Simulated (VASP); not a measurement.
All values below come from LDA (Ceperley-Alder, Perdew-Zunger), VASP's LDA PAW potentials (set 64) (plane waves; VASP).

The input files of a VASP run:

File KPOINTS:
```
Automatic mesh
0
Gamma
7 7 7
0 0 0
```

### POSCAR
```
Al2Pd
1
    0.0000000000     2.9495350000     2.9495350000
    2.9495350000     0.0000000000     2.9495350000
    2.9495350000     2.9495350000     0.0000000000
Al Pd
2 1
Direct
  0.2500000000   0.2500000000   0.2500000000
  0.7500000000   0.7500000000   0.7500000000
  0.0000000000   0.0000000000   0.0000000000
```

### INCAR
```
SYSTEM = Al2Pd
PREC = Accurate; ENCUT = 300; LREAL = F
LASPH = T
EDIFF = 1E-6; NELM = 100; ALGO = Normal
LMAXMIX = 4
ISMEAR = 0; SIGMA = 0.136
ISIF = 2
LWAVE = F; LCHARG = F
```

POTCAR, in this order: Al Pd (LDA.64 set). Program: vasp_std.

At this cut-off the stress carries a Pulay error, which pulls relaxed volumes low.

Q: Predict the energy per atom (σ→0), pressure, band gap (on the k-mesh).

A: 
```json
{
 "energy per atom (σ→0)": "-540.0 kJ/mol-atom",
 "band gap (on the k-mesh)": "none (metal, semimetal or under 0.01 eV)",
 "pressure": "-3.39 GPa"
}
```

OSZICAR:
```
...
DAV:   6    -0.169562948491E+02    0.34660E+00   -0.23324E+00   536   0.181E+01    0.223E+00
DAV:   7    -0.168422349167E+02    0.11406E+00   -0.36020E-01   528   0.746E+00    0.171E+00
DAV:   8    -0.168019926934E+02    0.40242E-01   -0.51530E-02   532   0.211E+00    0.258E-01
DAV:   9    -0.168014878304E+02    0.50486E-03   -0.26562E-03   580   0.545E-01    0.168E-01
DAV:  10    -0.168014844188E+02    0.34116E-05   -0.19519E-04   536   0.153E-01    0.249E-02
DAV:  11    -0.168014814602E+02    0.29586E-05   -0.20663E-05   540   0.525E-02    0.100E-02
DAV:  12    -0.168014811206E+02    0.33962E-06   -0.13553E-06   316   0.134E-02
   1 F= -.16801481E+02 E0= -.16789633E+02  d E =-.236953E-01
```

The structure comes from a computed database's Al2Pd entry; how it stands against other phases isn't given here. The cell was not relaxed at this level. The run is one of a series of settings (GGA removed, POTCAR Al Pd (LDA.64 set) against the base run), some of them coarse on purpose.
